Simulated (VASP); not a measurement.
# ZrB2: structure and properties in VASP, part 3 of 5

What structure does ZrB2 take at this level, and what are its properties? The start is a cell from a database of measured crystal structures.

VASP 6.6.1, plane waves and PAW; the level of theory is named at each step.

So far. Step 5 (Bands along the symmetry lines (PBEsol)): Of the bands kept, 2 cross the Fermi level on this path. The relaxed cell has a = 3.156, c = 3.509 Å (conventional setting).

## (6) Density of states (PBEsol)

Level of this step: PBEsol; plane waves and PAW (Zr_sv, B) (VASP).

A density of states needs more k-points than a total energy; ISMEAR = -5 takes tetrahedra, and LORBIT projects the states on the PAW spheres. The mesh is finer than in the run before.

File INCAR:

```
SYSTEM = ZrB2
PREC = Accurate
ENCUT = 420
EDIFF = 1E-06
NELM = 100
ISMEAR = -5
SIGMA = 0.05
LREAL = .FALSE.
ALGO = Normal
GGA = PS
NBANDS = 22
LASPH = .TRUE.
LORBIT = 11
LWAVE = .FALSE.
LCHARG = .FALSE.
KPAR = 2
NEDOS = 2001
```

File POSCAR:

```
ZrB2
1.0
    3.1560508710      0.0000000000      0.0000000000
   -1.5780254355      2.7332202300      0.0000000000
    0.0000000000      0.0000000000      3.5085785145
Zr B
1 2
Direct
    0.0000000000      0.0000000000      0.0000000000
    0.3333333333      0.6666666667      0.5000000000
    0.6666666667      0.3333333333      0.5000000000
```

File KPOINTS:

```
Automatic mesh
0
Gamma
12 12 9
0 0 0
```

Potentials, in the order of the species: Zr_sv and B (PBE family, release 64).

Run with:

```sh
$ mpirun -np 2 vasp_std
```

Output:

```text
[... set-up lines as in an earlier step ...]
 entering main loop
       N       E                     dE             d eps       ncg     rms          rms(c)
DAV:   1     0.856791889026E+02    0.85679E+02   -0.80234E+03  4180   0.691E+02
DAV:   2    -0.256047854445E+02   -0.11128E+03   -0.10679E+03  5022   0.216E+02
DAV:   3    -0.289305470905E+02   -0.33258E+01   -0.32872E+01  5692   0.313E+01
DAV:   4    -0.289692822201E+02   -0.38735E-01   -0.38723E-01  4794   0.304E+00
DAV:   5    -0.289699995896E+02   -0.71737E-03   -0.71765E-03  5388   0.293E-01    0.230E+01
DAV:   6    -0.264724510794E+02    0.24975E+01   -0.32120E+00  4820   0.114E+01    0.937E+00
DAV:   7    -0.264061165771E+02    0.66335E-01   -0.32151E-01  5444   0.318E+00    0.352E+00
DAV:   8    -0.264050147338E+02    0.11018E-02   -0.58860E-02  4864   0.162E+00    0.257E-01
DAV:   9    -0.264018932459E+02    0.31215E-02   -0.47789E-03  4774   0.484E-01    0.957E-02
DAV:  10    -0.264019305400E+02   -0.37294E-04   -0.32797E-04  4838   0.133E-01    0.397E-02
DAV:  11    -0.264018842838E+02    0.46256E-04   -0.30770E-05  4976   0.411E-02    0.768E-03
DAV:  12    -0.264018814263E+02    0.28575E-05   -0.29584E-06  4990   0.107E-02    0.229E-03
DAV:  13    -0.264018824224E+02   -0.99604E-06   -0.12053E-07  2648   0.280E-03
   1 F= -.26401882E+02 E0= -.26401882E+02  d E =0.000000E+00
 -----------------------------------------------------------------------------
|                                                                             |
|           W    W    AA    RRRRR   N    N  II  N    N   GGGG   !!!           |
|           W    W   A  A   R    R  NN   N  II  NN   N  G    G  !!!           |
|           W    W  A    A  R    R  N N  N  II  N N  N  G       !!!           |
|           W WW W  AAAAAA  RRRRR   N  N N  II  N  N N  G  GGG   !            |
|           WW  WW  A    A  R   R   N   NN  II  N   NN  G    G                |
|           W    W  A    A  R    R  N    N  II  N    N   GGGG   !!!           |
|                                                                             |
|     Tetrahedron method does not include variations of the Fermi             |
|     occupations, so forces and stress will be inaccurate. We suggest        |
|     using a different smearing scheme ISMEAR = 1 or 2 for metals in         |
|     relaxations.                                                            |
|                                                                             |
 -----------------------------------------------------------------------------
```

Wall time 16 s (2 MPI ranks of AMD EPYC 9R45, shared host); peak memory 0.29 GiB.

From OUTCAR (step 6):

```text
   k-points           NKPTS =     95   k-points in BZ     NKDIM =     95   number of bands    NBANDS=     22

   NELECT =      18.0000    total number of electrons

 E-fermi :  10.7779

 k-point     1 :       0.0000    0.0000    0.0000
  band No.  band energies     occupation
    ...
      5      -2.1667      2.00000
      6       7.9311      2.00000
      7       7.9311      2.00000
      8       7.9547      2.00000
      9       8.3083      2.00000
     10      14.0692      0.00000
     11      14.0692      0.00000
     12      14.9027      0.00000
     13      14.9027      0.00000
     14      15.5840      0.00000
    ...

  Total        0.0307230      0.0307230     -0.0392819      0.0000000     -0.0000000      0.0000000
  in kB        1.6263877      1.6263877     -2.0794717      0.0000000     -0.0000000      0.0000000
  external PRESSURE =       0.3911012 kB  Pullay stress =       0.0000000 kB

 POSITION                                       TOTAL-FORCE (eV/Angst)
 -----------------------------------------------------------------------------------
      0.00000      0.00000      0.00000        -0.000000      0.000000      0.000000
     -0.00000      1.82215      1.75429         0.000000      0.000000      0.000000
      1.57803      0.91107      1.75429        -0.000000      0.000000      0.000000
 -----------------------------------------------------------------------------------
    total drift:                               -0.000000      0.000000      0.000000

  FREE ENERGIE OF THE ION-ELECTRON SYSTEM (eV)
  ---------------------------------------------------
  free  energy   TOTEN  =       -26.4018824224 eV

  energy  without entropy=      -26.4018824224  energy(sigma->0) =      -26.40188242

[... 6 parts as in an earlier step ...]

[... 10 further parts left out ...]
```

With tetrahedra the forces and stress of a metal are not exact derivatives of the energy.

This step gave:

| Item | Value |
| --- | --- |
| irreducible k-points | 95 |
| Fermi energy | 10.78 eV |
| pressure | 0.03911 GPa |
| DOS at the Fermi level | 0.2003 states/eV/cell |

The density of states has structure finer than the step of the table below, so its rows give means over 1 eV, whole bins alone (the curve runs from -12.0 to 6.92 eV). Peaks (eV: height): total -3.5: 3.22, -2.5: 1.91, 4.4: 2.09, 6.4: 1.88; Zr d -3.5: 0.611, -2.5: 0.551, 4.4: 1.30, 6.4: 0.822; B p -4.8: 0.639, -3.5: 1.11, 6.1: 0.405; Zr p -10.9: 0.0433, -5.1: 0.0369, -3.5: 0.134, -2.5: 0.0861; B s -10.1: 0.438, -7.9: 0.227.

States under -12.0 eV and over 6.9 eV are left out. The density of states by energy, zero at the Fermi level; means over each step; values in states/eV/cell:

```tsv
energy (eV)	total	Zr d	B p	Zr p	B s	Zr s
-11	0.589	0.0178	0.0262	0.0278	0.265	0.0198
-10	0.843	0.0699	0.0726	0.0226	0.346	0.0137
-9	0.326	0.0237	0.0429	0.00939	0.119	0.00620
-8	0.592	0.0490	0.121	0.0159	0.172	0.00896
-7	0.576	0.0546	0.145	0.0132	0.131	0.0114
-6	0.717	0.0763	0.221	0.0141	0.0770	0.0351
-5	1.13	0.144	0.444	0.0261	0.0428	0.0328
-4	1.64	0.310	0.564	0.0492	0.0328	0.0291
-3	1.76	0.409	0.556	0.0658	0.0113	0.00832
-2	1.12	0.432	0.218	0.0244	0.00291	0.00343
-1	0.387	0.189	0.0541	0.00200	5.0e-4	0.00115
0	0.267	0.134	0.0417	0.00100	5.4e-4	4.8e-4
1	0.895	0.438	0.148	0.00514	0.0108	0.00237
2	1.22	0.647	0.167	0.00710	0.0279	0.00640
3	1.35	0.800	0.152	0.00893	0.0342	0.00774
4	1.82	1.10	0.211	0.0145	0.0659	0.0139
5	1.56	0.957	0.170	0.0118	0.0840	0.0167
6	1.54	0.640	0.316	0.0155	0.118	0.0332
```

The finer mesh and the other smearing move the Fermi level by -0.02 eV from the 8×8×6 run, a small shift, which tests the Fermi level alone. Of the states within 0.3 eV of the Fermi level, the largest shares in the PAW spheres are Zr d 50 % and B p 16 %. The rest lies in smaller channels or between the spheres.

## (7) Vibrations at Γ (PBEsol)

Zone-centre modes test whether the atoms sit at a minimum within this cell. IBRION = 8 takes the force constants from linear response, which needs tightly converged orbitals.

File INCAR:

```
SYSTEM = ZrB2
PREC = Accurate
ENCUT = 420
EDIFF = 1E-08
NELM = 100
ISMEAR = 1
SIGMA = 0.2
LREAL = .FALSE.
ALGO = Normal
GGA = PS
NBANDS = 15
LASPH = .TRUE.
LORBIT = 11
LWAVE = .FALSE.
LCHARG = .FALSE.
KPAR = 2
IBRION = 8
ISIF = 2
```

POSCAR is that of step 6.

File KPOINTS:

```
Automatic mesh
0
Gamma
14 14 11
0 0 0
```

Run with:

```sh
$ mpirun -np 2 vasp_std
```

Output:

```text
[... set-up lines as in an earlier step ...]
 entering main loop
       N       E                     dE             d eps       ncg     rms          rms(c)
DAV:   1     0.847519730690E+02    0.84752E+02   -0.86473E+03  4360   0.102E+03
DAV:   2    -0.254737428209E+02   -0.11023E+03   -0.10678E+03  5462   0.276E+02
DAV:   3    -0.289201920907E+02   -0.34464E+01   -0.34318E+01  6864   0.420E+01
DAV:   4    -0.289661098506E+02   -0.45918E-01   -0.45913E-01  4952   0.473E+00
DAV:   5    -0.289675221872E+02   -0.14123E-02   -0.14123E-02  6750   0.518E-01    0.230E+01
DAV:   6    -0.264524466780E+02    0.25151E+01   -0.58524E+00  5367   0.168E+01    0.952E+00
DAV:   7    -0.264043947681E+02    0.48052E-01   -0.69657E-01  6294   0.529E+00    0.335E+00
DAV:   8    -0.264046546047E+02   -0.25984E-03   -0.10069E-01  5186   0.268E+00    0.517E-01
DAV:   9    -0.264008715744E+02    0.37830E-02   -0.20672E-02  5332   0.110E+00    0.201E-01
DAV:  10    -0.264005424754E+02    0.32910E-03   -0.14469E-03  5064   0.360E-01    0.398E-02
DAV:  11    -0.264005463301E+02   -0.38547E-05   -0.67268E-05  6179   0.754E-02    0.118E-02
DAV:  12    -0.264005445563E+02    0.17738E-05   -0.28976E-06  5554   0.119E-02    0.549E-03
DAV:  13    -0.264005443153E+02    0.24095E-06   -0.58217E-07  6585   0.594E-03    0.192E-03
DAV:  14    -0.264005442615E+02    0.53808E-07   -0.33960E-08  4646   0.184E-03    0.477E-04
DAV:  15    -0.264005442230E+02    0.38529E-07   -0.43081E-09  2573   0.574E-04    0.121E-04
DAV:  16    -0.264005442190E+02    0.39779E-08   -0.10630E-09  2335   0.256E-04
   1 F= -.26400544E+02 E0= -.26400384E+02  d E =-.481289E-03
 Linear response reoptimize wavefunctions to high precision
DAV:   1    -0.264005442184E+02    0.63824E-09   -0.35160E-10  3161   0.123E-04
DAV:   2    -0.264005442184E+02   -0.33879E-10   -0.12975E-10  2251   0.596E-05
 Linear response DOF=           4
 Linear response progress:
  Degree of freedom:   1/  4
       N       E                     dE             d eps       ncg     rms          rms(c)
RMM:   1    -0.684686071149E+00   -0.68469E+00    0.29930E+00 11785   0.149E+01
RMM:   2    -0.628452575741E+00    0.56233E-01   -0.18682E-01 16276   0.280E+00    0.176E-01
RMM:   3    -0.629776152735E+00   -0.13236E-02   -0.32432E-02 19649   0.865E-01    0.564E-02
RMM:   4    -0.631354365698E+00   -0.15782E-02   -0.54925E-03 24166   0.301E-01    0.308E-02
RMM:   5    -0.631834248949E+00   -0.47988E-03   -0.98396E-04 24214   0.115E-01    0.186E-02
RMM:   6    -0.631816177507E+00    0.18071E-04   -0.13873E-04 24308   0.507E-02    0.304E-03
RMM:   7    -0.631790336960E+00    0.25841E-04   -0.36891E-05 25406   0.238E-02    0.344E-03
RMM:   8    -0.631782983402E+00    0.73536E-05   -0.30085E-05 25416   0.133E-02    0.905E-04
RMM:   9    -0.631786794103E+00   -0.38107E-05   -0.35744E-06 26032   0.790E-03    0.904E-05
RMM:  10    -0.631788086700E+00   -0.12926E-05   -0.47049E-06 26713   0.502E-03    0.153E-04
RMM:  11    -0.631788617479E+00   -0.53078E-06   -0.30486E-06 26926   0.353E-03    0.190E-04
RMM:  12    -0.631785984066E+00    0.26334E-05   -0.23958E-06 25723   0.269E-03    0.194E-04
RMM:  13    -0.631785198075E+00    0.78599E-06   -0.16098E-06 26311   0.210E-03    0.274E-04
RMM:  14    -0.631788555684E+00   -0.33576E-05   -0.14282E-06 23086   0.181E-03    0.147E-04
RMM:  15    -0.631792035644E+00   -0.34800E-05   -0.93094E-07 24147   0.146E-03    0.100E-04
RMM:  16    -0.631795658889E+00   -0.36232E-05   -0.73730E-07 23371   0.124E-03    0.102E-04
RMM:  17    -0.631797782885E+00   -0.21240E-05   -0.53538E-07 24456   0.102E-03    0.110E-04
RMM:  18    -0.631798358173E+00   -0.57529E-06   -0.40346E-07 24845   0.830E-04    0.759E-05
RMM:  19    -0.631797892561E+00    0.46561E-06   -0.30960E-07 22879   0.730E-04    0.283E-05
RMM:  20    -0.631797454972E+00    0.43759E-06   -0.23191E-07 24577   0.623E-04    0.116E-05
RMM:  21    -0.631797627832E+00   -0.17286E-06   -0.18155E-07 25613   0.525E-04    0.118E-05
RMM:  22    -0.631797349126E+00    0.27871E-06   -0.12741E-07 24066   0.462E-04    0.312E-05
RMM:  23    -0.631797626904E+00   -0.27778E-06   -0.10410E-07 22259   0.405E-04    0.311E-05
RMM:  24    -0.631798234622E+00   -0.60772E-06   -0.67339E-08 24569   0.373E-04    0.165E-05
RMM:  25    -0.631798666910E+00   -0.43229E-06   -0.43969E-08 24022   0.327E-04    0.933E-06
RMM:  26    -0.631798853746E+00   -0.18684E-06   -0.33203E-08 24369   0.284E-04    0.985E-06
RMM:  27    -0.631799306013E+00   -0.45227E-06   -0.16669E-08 24936   0.264E-04    0.110E-06
RMM:  28    -0.631799206791E+00    0.99222E-07   -0.60045E-09 21618   0.226E-04    0.730E-06
RMM:  29    -0.631799356889E+00   -0.15010E-06   -0.21954E-09 22880   0.204E-04    0.649E-06
RMM:  30    -0.631799355656E+00    0.12330E-08    0.43797E-09 22586   0.181E-04    0.988E-06
 first order change of Fermi-energy   0.93021E-04
 force on displaced ion       1 direction 1 : -13.681  -0.000   0.000
 Linear response progress:
  Degree of freedom:   2/  4
       N       E                     dE             d eps       ncg     rms          rms(c)
RMM:   1    -0.759884769433E+00   -0.75988E+00    0.26800E+00  5019   0.147E+01
RMM:   2    -0.703051933858E+00    0.56833E-01   -0.16615E-01  6759   0.267E+00    0.200E-01
RMM:   3    -0.706179406848E+00   -0.31275E-02   -0.36076E-02  8006   0.810E-01    0.639E-02
RMM:   4    -0.708511302067E+00   -0.23319E-02   -0.64519E-03  9240   0.281E-01    0.367E-02
RMM:   5    -0.708806229401E+00   -0.29493E-03   -0.11405E-03  9751   0.106E-01    0.253E-02
RMM:   6    -0.708632970661E+00    0.17326E-03   -0.12726E-04  9648   0.494E-02    0.607E-03
RMM:   7    -0.708694961761E+00   -0.61991E-04   -0.41316E-05  9799   0.218E-02    0.288E-03
RMM:   8    -0.708690637187E+00    0.43246E-05   -0.22441E-05 10235   0.112E-02    0.845E-04
RMM:   9    -0.708694958132E+00   -0.43209E-05   -0.14971E-05 10493   0.651E-03    0.681E-04
RMM:  10    -0.708696331564E+00   -0.13734E-05   -0.89081E-06 10335   0.457E-03    0.152E-04
RMM:  11    -0.708696902999E+00   -0.57143E-06   -0.81583E-06 10477   0.313E-03    0.412E-05
RMM:  12    -0.708697497989E+00   -0.59499E-06   -0.73578E-06 10981   0.231E-03    0.610E-05
RMM:  13    -0.708696625611E+00    0.87238E-06   -0.53055E-06 10308   0.177E-03    0.118E-04
RMM:  14    -0.708698874194E+00   -0.22486E-05   -0.44659E-06  9861   0.145E-03    0.379E-05
RMM:  15    -0.708699474797E+00   -0.60060E-06   -0.34625E-06 10812   0.112E-03    0.375E-05
RMM:  16    -0.708699137731E+00    0.33707E-06   -0.27216E-06  9987   0.900E-04    0.518E-05
RMM:  17    -0.708699325414E+00   -0.18768E-06   -0.21875E-06 10291   0.744E-04    0.613E-05
RMM:  18    -0.708699274301E+00    0.51113E-07   -0.17297E-06 10457   0.604E-04    0.691E-05
RMM:  19    -0.708699159921E+00    0.11438E-06   -0.14240E-06  9931   0.503E-04    0.787E-05
RMM:  20    -0.708699609394E+00   -0.44947E-06   -0.11383E-06  9193   0.434E-04    0.758E-05
RMM:  21    -0.708699785372E+00   -0.17598E-06   -0.95729E-07 10046   0.358E-04    0.761E-05
 first order change of Fermi-energy   0.31060E-03
 force on displaced ion       1 direction 3 :   0.000   0.000 -14.925
 Linear response progress:
  Degree of freedom:   3/  4
       N       E                     dE             d eps       ncg     rms          rms(c)
RMM:   1    -0.477626552100E-01   -0.47763E-01   -0.25134E-02 43952   0.103E+00
RMM:   2    -0.426017230286E-01    0.51609E-02   -0.22604E-03 35898   0.248E-01    0.141E-01
RMM:   3    -0.425618440903E-01    0.39879E-04   -0.66901E-04 34253   0.124E-01    0.704E-02
RMM:   4    -0.430155898761E-01   -0.45375E-03   -0.41777E-04 33576   0.976E-02    0.834E-03
RMM:   5    -0.430177244453E-01   -0.21346E-05   -0.50590E-05 40319   0.279E-02    0.230E-03
RMM:   6    -0.430195637524E-01   -0.18393E-05   -0.99757E-06 43327   0.993E-03    0.120E-03
RMM:   7    -0.430159660652E-01    0.35977E-05   -0.16610E-06 42911   0.466E-03    0.288E-04
RMM:   8    -0.430179444492E-01   -0.19784E-05   -0.37837E-07 44959   0.215E-03    0.152E-04
RMM:   9    -0.430175176122E-01    0.42684E-06    0.84991E-08 45785   0.997E-04    0.343E-05
RMM:  10    -0.430176923028E-01   -0.17469E-06   -0.91798E-08 45123   0.483E-04    0.254E-05
RMM:  11    -0.430175708323E-01    0.12147E-06    0.29546E-08 45585   0.242E-04    0.759E-06
RMM:  12    -0.430175631750E-01    0.76573E-08   -0.34894E-08 46289   0.121E-04    0.519E-06
 first order change of Fermi-energy   0.23663E-04
 force on displaced ion       2 direction 1 : -15.738   0.000   0.000
 Linear response progress:
  Degree of freedom:   4/  4
       N       E                     dE             d eps       ncg     rms          rms(c)
RMM:   1    -0.471170534135E-01   -0.47117E-01   -0.33776E-03 15993   0.109E+00
RMM:   2    -0.443785959176E-01    0.27385E-02   -0.18759E-03 12863   0.243E-01    0.115E-01
RMM:   3    -0.443349380370E-01    0.43658E-04   -0.86907E-04 12596   0.140E-01    0.532E-02
RMM:   4    -0.446978626549E-01   -0.36292E-03   -0.33529E-04 13285   0.884E-02    0.119E-02
RMM:   5    -0.447622033854E-01   -0.64341E-04   -0.53380E-05 14514   0.334E-02    0.380E-03
RMM:   6    -0.447717787375E-01   -0.95754E-05   -0.12305E-05 15287   0.131E-02    0.774E-04
RMM:   7    -0.447652678450E-01    0.65109E-05   -0.33844E-06 15633   0.567E-03    0.248E-04
RMM:   8    -0.447660373274E-01   -0.76948E-06   -0.14654E-06 15640   0.273E-03    0.134E-04
RMM:   9    -0.447651790315E-01    0.85830E-06   -0.15359E-06 15589   0.140E-03    0.913E-05
RMM:  10    -0.447656502668E-01   -0.47124E-06   -0.66881E-07 15894   0.749E-04    0.975E-06
RMM:  11    -0.447656570126E-01   -0.67458E-08   -0.43515E-07 16880   0.369E-04    0.112E-05
RMM:  12    -0.447656524280E-01    0.45845E-08   -0.17490E-07 16541   0.185E-04    0.677E-06
RMM:  13    -0.447656386097E-01    0.13818E-07   -0.10260E-07 16456   0.960E-05    0.439E-06
RMM:  14    -0.447656519610E-01   -0.13351E-07   -0.38229E-08 16506   0.502E-05    0.332E-06
RMM:  15    -0.447656521239E-01   -0.16296E-09   -0.19524E-08 16075   0.275E-05    0.166E-06
 first order change of Fermi-energy  -0.99194E-04
 force on displaced ion       2 direction 3 :  -0.000   0.000 -10.210
 Linear response finished
```

It took 6.1 min on 2 MPI ranks; peak memory 0.96 GiB.

(Part 3 of 5 ends here.)

[Lines on the potential files, build, host, timing and source positions are cut from VASP's logs without a mark.]

[Logs are printed without paths, hosts, clocks, repeated set-up lines and the standing remarks that a program may print on its own settings, such as how far it seeks lower states.]

[Hosts, paths, dates, database ids (printed as entryN), source tags and the programs' standing remarks are cut or masked in the printed files.]

[Measured values are set beside computed ones only where the two were judged alike; some that the calculation misses by far are left out.]
